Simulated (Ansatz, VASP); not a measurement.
# AlGa3N4 (random wurtzite alloy of AlN and GaN): VASP beside Ansatz, part 4 of 4

Aim: how closely do two programs agree when they are given the same cell, functional and k mesh? Of the first pair: The cell is taken from a series of runs on this material, whose earlier steps may have relaxed, scaled, displaced or heated it; both programs get it as it stands.

VASP 6.6.1 and Ansatz 0.2.0.

So far. Step 3 (VASP: single point, LDA, pair 1): The run ends at a pressure of -4.37 GPa, with forces up to 1.6 eV/Å. Step 6 (VASP: single point, LDA, start cell, pair 2): The run ends at a pressure of -4.36 GPa, with forces up to 1.6 eV/Å.

### 9. VASP: single point, LDA, pair 3

Level of this step: LDA; plane waves and PAW (Ga_d, N, Al) (VASP).

The same cell, functional (in two slightly different forms), mesh and smearing now go to VASP, with its own data sets.

Input file INCAR:

```
SYSTEM = AlGa3N4
PREC = Accurate
ENCUT = 600
EDIFF = 1E-06
NELM = 120
ISMEAR = 0
SIGMA = 0.05
LREAL = Auto
ALGO = Normal
GGA = PW92
NBANDS = 336
LORBIT = 11
LWAVE = .FALSE.
LCHARG = .FALSE.
ISIF = 2
LASPH = .TRUE.
GGA_COMPAT = .FALSE.
EFERMI = MIDGAP
NCORE = 2
```

Input file POSCAR:

```
AlGa3N4
1.0
    9.5094000000      0.0000000000      0.0000000000
   -4.7547000000      8.2353800000      0.0000000000
    0.0000000000      0.0000000000     10.2684000000
Ga N Al
27 36 9
Direct
    0.0017400000      0.0012500000      0.0006500000
    0.0011600000      0.0015300000      0.4988400000
    0.0011700000      0.3339400000      0.9988100000
    0.1120300000      0.5563500000      0.2505800000
    0.0017600000      0.3349400000      0.5007600000
    0.0004800000      0.6680400000      0.0007200000
    0.0011400000      0.6672000000      0.4988700000
    0.1120700000      0.8899200000      0.7509200000
    0.3333700000      0.0001300000      0.4977900000
    0.4433200000      0.2220100000      0.7509300000
    0.3333200000      0.3334500000      0.0019300000
    0.3327900000      0.3339800000      0.4981400000
    0.4430100000      0.5551900000      0.7489400000
    0.3335900000      0.6672400000      0.9995100000
    0.4430700000      0.8882900000      0.2494600000
    0.4429700000      0.8890800000      0.7499300000
    0.6658500000      0.0003100000      0.9993500000
    0.7785200000      0.2237700000      0.2494100000
    0.6658000000      0.9999000000      0.4995600000
    0.7791200000      0.2238800000      0.7497200000
    0.6656800000      0.3338800000      0.0014300000
    0.6664600000      0.3340100000      0.4978100000
    0.7783500000      0.5562200000      0.7498800000
    0.6659800000      0.6661900000      0.0015400000
    0.7788800000      0.8888500000      0.2493500000
    0.6659600000      0.6668200000      0.4977400000
    0.7788600000      0.8897700000      0.7498300000
    0.1110300000      0.2230700000      0.0659600000
    0.0051600000      0.0030600000      0.3078500000
    0.1119600000      0.2229000000      0.5653900000
    0.0028100000      0.0053800000      0.8103000000
    0.1113700000      0.5559100000      0.0614300000
    0.0026400000      0.3317100000      0.3107200000
    0.1154700000      0.5586100000      0.5634600000
    0.0050800000      0.3364100000      0.8073700000
    0.1153100000      0.8914300000      0.0640500000
    0.9981600000      0.6695900000      0.3077400000
    0.1116000000      0.8896500000      0.5610300000
    0.0024000000      0.6649700000      0.8100500000
    0.4421000000      0.2184300000      0.0643100000
    0.3311300000      0.0028400000      0.3072000000
    0.4441700000      0.2226500000      0.5605400000
    0.3334000000      0.0006000000      0.8172400000
    0.4437300000      0.5561300000      0.0661700000
    0.3333500000      0.3337200000      0.3063100000
    0.4421500000      0.5578900000      0.5583700000
    0.3291100000      0.3319400000      0.8110600000
    0.4419700000      0.8910200000      0.0594900000
    0.3355500000      0.6650700000      0.3149200000
    0.4416300000      0.8852900000      0.5592300000
    0.3288100000      0.6647400000      0.8094400000
    0.7786200000      0.2231000000      0.0600400000
    0.6666200000      0.0003900000      0.3103900000
    0.7778600000      0.2232900000      0.5600900000
    0.6664100000      0.0004000000      0.8100700000
    0.7783100000      0.5563200000      0.0655500000
    0.6642300000      0.3359900000      0.3070200000
    0.7779400000      0.5562500000      0.5601200000
    0.6665000000      0.3340000000      0.8118600000
    0.7781800000      0.8897200000      0.0602500000
    0.6644000000      0.6625100000      0.3071700000
    0.7782800000      0.8891400000      0.5598600000
    0.6659800000      0.6666800000      0.8115600000
    0.1124500000      0.2229300000      0.2508400000
    0.1116800000      0.2235100000      0.7508500000
    0.1112300000      0.5557100000      0.7498900000
    0.1113300000      0.8899100000      0.2498900000
    0.3328800000      0.0008900000      0.0028300000
    0.4438100000      0.2232700000      0.2499100000
    0.4438200000      0.5552900000      0.2517200000
    0.3325700000      0.6669800000      0.5008300000
    0.7776100000      0.5562100000      0.2504000000
```

Input file KPOINTS:

```
Automatic mesh
0
Gamma
1 1 1
0 0 0
```

PAW data sets: Ga_d, N and Al (LDA family, release 64).

The run is started by

```sh
$ mpirun -np 8 vasp_gam
```

Numbers of over 12 decimals in the logs are rounded to 6 here.

What it wrote:

```text
[... set-up lines as in an earlier step ...]
 entering main loop
       N       E                     dE             d eps       ncg     rms          rms(c)
DAV:   1     0.144216287719E+05    0.14422E+05   -0.21999E+05   712   0.356E+03
DAV:   2     0.337689107629E+04   -0.11045E+05   -0.10451E+05   672   0.105E+03
DAV:   3     0.470065071745E+01   -0.33722E+04   -0.31412E+04   824   0.367E+02
DAV:   4    -0.531949670472E+03   -0.53665E+03   -0.51493E+03   760   0.147E+02
[...]
DAV:  17    -0.519361401303E+03   -0.15512E-07   -0.62639E-05  1264   0.320E-02    0.817E-03
DAV:  18    -0.519361401745E+03   -0.44215E-06   -0.15499E-05   752   0.395E-02    0.357E-03
DAV:  19    -0.519361402037E+03   -0.29212E-06   -0.51127E-06   632   0.899E-03
   1 F= -.51936140E+03 E0= -.51936140E+03  d E =0.000000E+00
```

OUTCAR, selected parts (step 9):

```text
 POSITION                                       TOTAL-FORCE (eV/Angst)
 -----------------------------------------------------------------------------------
      0.01060      0.01029      0.00667         0.010030      0.025279      0.018953
      0.00376      0.01260      5.12229         0.006475      0.014542     -0.004882
     -1.57666      2.75012     10.25618         0.017209     -0.009153     -0.004557
     -1.57994      4.58175      2.57306         0.000886     -0.013245      0.004665
     -1.57580      2.75836      5.14200         0.011085     -0.004734     -0.008413
     -3.17177      5.50156      0.00739         0.009945      0.007465     -0.000583
     -3.16150      5.49465      5.12260         0.003377      0.008174     -0.005192
     -3.16558      7.32883      7.71075        -0.001019     -0.000504     -0.010510
      3.16953      0.00107      5.11151        -0.009946      0.003727     -0.012341
      3.16012      1.82834      7.71085        -0.022277      0.003491     -0.003974
      1.58422      2.74609      0.01982        -0.007233     -0.003035      0.006115
      1.57666      2.75045      5.11510        -0.011516      0.001556     -0.018897
      1.57300      4.57220      7.69042        -0.003182     -0.013439     -0.009723
     -0.00029      5.49497     10.26337         0.003599      0.003135     -0.001714
[...]
-----------------------------------------------------------------------------------
    total drift:                                0.009950     -0.007113     -0.018220

  FREE ENERGIE OF THE ION-ELECTRON SYSTEM (eV)
  ---------------------------------------------------
  free  energy   TOTEN  =      -519.3614020369 eV

  energy  without entropy=     -519.3614020369  energy(sigma->0) =     -519.36140204

[... 1 part as in an earlier step ...]
```

The run ends at a pressure of -4.98 GPa, with forces up to 0.056 eV/Å.

### 10. Comparison

What differs besides the data sets and the points named for the pairs above, as far as they apply: the cutoff is 420 eV in Ansatz and 600 eV in VASP (PREC = Accurate, projectors in real space). Total energies have different zeros and are not compared.

Both answers:

```csv
quantity,Ansatz,VASP,difference
pressure (GPa),-5.55,-4.98,-0.57
gap on the k mesh (eV),2.406,2.422,-0.016
```

At this near-relaxed geometry the largest component of a force difference is 28 meV/Å. A gap on the mesh is an upper bound, since the band edges may lie between its points.

### 11. What came out

- r.m.s. force difference (single point, LDA, pair 1): 2.6 % of the r.m.s. force
- r.m.s. force difference (single point, LDA, start cell, pair 2): 2.6 % of the r.m.s. force
- difference in gap on the k mesh (single point, LDA, pair 3): -0.016 eV
- r.m.s. force difference (single point, LDA, pair 3): 8.7 meV/Å
- difference in pressure (single point, LDA, pair 3): -0.57 GPa

The r.m.s. force difference is 2.6 % of the r.m.s. force (single point, LDA, start cell, pair 2), within the 3 % picked in this series as the mark of a large difference. 1 further run of this series is not shown here. How closely two codes agree says nothing of how well the functional describes the real material.

[Lines on the potential files, build, host, timing and source positions are cut from VASP's logs without a mark.]

[Logs are printed without paths, hosts, clocks, repeated set-up lines and the standing remarks that a program may print on its own settings, such as how far it seeks lower states.]

[Hosts, paths, dates, database ids (printed as entryN), source tags and the programs' standing remarks are cut or masked in the printed files.]
